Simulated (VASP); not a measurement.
# SiHBrF₂: harmonic vibrations of a molecule

SiHBrF₂, molecule in box, 5 atoms in the cell. PBE, harmonic vibrations; PAW potentials F, Si, Br, H (PBE set).

## Input

INCAR.step1:
```
SYSTEM = SiHBrF2
PREC = Accurate ; ENCUT = 400
EDIFF = 1E-8 ; ISMEAR = 0
SIGMA = 0.01 ; ISYM = 0
LREAL = .False. ; LASPH = .True.
NELM = 100 ; ALGO = Normal
LWAVE = .False. ; LCHARG = .False.
IBRION = 2 ; NSW = 60
ISIF = 2 ; EDIFFG = -0.002
POTIM = 0.5
```

INCAR.step2, as INCAR.step1 but for:
```
- IBRION = 2
- NSW = 60
- ISIF = 2
- EDIFFG = -0.002
- POTIM = 0.5
+ IBRION = 5
+ NFREE = 2
+ POTIM = 0.015
+ NSW = 1
```

KPOINTS:
```
k-points
0
Gamma
  1 1 1
```

POSCAR.step1:
```
SiHBrF2
1.0
   12.0000000000      0.0000000000      0.0000000000
    0.0000000000     12.0000000000      0.0000000000
    0.0000000000      0.0000000000     12.0000000000
F Si Br H
2 1 1 1
Direct
    0.4848250000      0.4313166700      0.6196583300
    0.5210833300      0.5957333300      0.4905666700
    0.5139166700      0.4645500000      0.4958166700
    0.3805000000      0.4077666700      0.3860083300
    0.6216666700      0.4162000000      0.4645000000
```

Commands (each step's output is kept before the next begins):
```
cat potpaw_PBE.64/F/POTCAR potpaw_PBE.64/Si/POTCAR potpaw_PBE.64/Br/POTCAR potpaw_PBE.64/H/POTCAR > POTCAR
cp INCAR.step1 INCAR
cp POSCAR.step1 POSCAR
mpirun -np 4 vasp_gam > vasp.out
cp CONTCAR POSCAR
cp INCAR.step2 INCAR
mpirun -np 4 vasp_gam > vasp.out
```

## Result

- Vibrations (cm⁻¹; a negative value is imaginary): 2267, 921, 840, 791, 790, 446, 330, 226, 191
- Zero-point energy (eV): 0.422
- Translations and rotations, which should read zero (cm⁻¹): -7, -5, -1, 10, 13, 25
- Vibrational entropy at 298 K (meV/K): 0.301
- Displaced cells: 30
- Ionic steps, all stages: 46
- Electronic steps, all stages: 868

VASP 6.6.1 took 1240 s on 4 cores (Intel Xeon Platinum 8259CL @ 2.50GHz (Skylake/Cascade Lake)), a shared host.
